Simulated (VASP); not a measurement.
An input for Quantum ESPRESSO's pw.x (written as the equivalent of a VASP run, and not itself run):

```
&CONTROL
  calculation = 'vc-relax'
  pseudo_dir = './pseudo'
  outdir = './out'
  tprnfor = .true.
  tstress = .true.
  nstep = 60
  forc_conv_thr = 0.00039
/
&SYSTEM
  ibrav = 0
  nat = 2
  ntyp = 1
  ecutwfc = 84
  occupations = 'smearing'
  smearing = 'methfessel-paxton'
  degauss = 0.00735
  input_dft = 'vdw-df-cx'
/
&ELECTRONS
  conv_thr = 7.3e-08
  electron_maxstep = 100
/
&IONS
/
&CELL
/
ATOMIC_SPECIES
  Tc 97.907 Tc.upf
CELL_PARAMETERS angstrom
     1.3700000   -2.3729100    0.0000000
     1.3700000    2.3729100    0.0000000
     0.0000000    0.0000000    4.3900000
ATOMIC_POSITIONS crystal
  Tc   0.3333330  0.6666670  0.2500000
  Tc   0.6666670  0.3333330  0.7500000
K_POINTS automatic
  14 14 8 0 0 0
```

**Question.** Write the VASP files for the same calculation (vdW-DF-cx).

**Answer.** One answer among several that fit: 
**INCAR**
```
SYSTEM=Tc
PREC=Accurate; ENCUT=520; LREAL=.False.
LASPH=.True.
EDIFF=1E-6; NELM=100; ALGO=Normal
LMAXMIX=4
ISMEAR=1; SIGMA=0.1
GGA=CX; LUSE_VDW=.True.; AGGAC=0.0
IBRION=2; NSW=60; ISIF=3
EDIFFG=-0.01
LWAVE=.False.; LCHARG=.False.
```

### POSCAR
```
Tc
1
    1.3700000000    -2.3729100000     0.0000000000
    1.3700000000     2.3729100000     0.0000000000
    0.0000000000     0.0000000000     4.3900000000
Tc
2
Direct
  0.3333330000   0.6666670000   0.2500000000
  0.6666670000   0.3333330000   0.7500000000
```

File KPOINTS:
```
Automatic mesh
0
Gamma
14 14 8
0 0 0
```

POTCAR, in this order: Tc_pv (PBE.64 set). Program: vasp_std.

What does not carry over: the potentials are each code's own (VASP's PAW set, PseudoDojo norm-conserving files in pw.x), so ENCUT and ecutwfc are chosen apart and not converted; conv_thr bounds pw.x's estimated SCF error, while EDIFF bounds the energy change between steps; forc_conv_thr acts on force components and is met together with etot_conv_thr.

The compound is Tc in the hcp structure. This run relaxes it. Symmetry was kept, so distortions that lower it aren't found.
